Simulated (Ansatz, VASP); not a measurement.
Two plane-wave programs on B3Ir

```
CELL_PARAMETERS angstrom
4.30758 0.00000 0.00000
-2.15379 3.73048 0.00000
0.00000 0.00000 4.89123
ATOMIC_POSITIONS crystal
B 0.79786 0.59573 0.25000
B 0.20214 0.79786 0.75000
B 0.40427 0.20214 0.25000
B 0.20214 0.40427 0.75000
B 0.79786 0.20214 0.25000
B 0.59573 0.79786 0.75000
Ir 0.33333 0.66667 0.25000
Ir 0.66667 0.33333 0.75000
```

Alike in both runs: functional PBE; k mesh 12 × 12 × 8; occupations gaussian, width 0.1 eV; no spin polarisation.

Ansatz relaxed the structure, and its values are those at the end. VASP's run is a single point on that final structure, the one shown.

|  | VASP | Ansatz |
| --- | --- | --- |
| version | VASP 6.6.1 | Ansatz 0.2.0 |
| potentials or method | VASP PAW PBE potentials, release 64 (B, Ir) | scalar-relativistic, plane waves, PAW |
| plane-wave cutoff (eV) | 520 | 420 |
| valence electrons in the cell | 36 | 52 |

VASP gave:

| Property | Result |
| --- | --- |
| gap on the k mesh at the Fermi level (eV) | none |
| pressure (GPa) | 0.6 |
| rms of the force components (eV/Å) | 0.009 |

Question: Which values does Ansatz return?

Answer: gap on the k mesh at the Fermi level (eV): none; pressure (GPa): 0.0; rms of the force components (eV/Å): 0.000.

A gap of «none» marks a metal or a gap that the smearing closes. The two sets of potentials don't hold the same shells in valence.

The runs have no spin-orbit coupling, so splittings on Ir are missing.
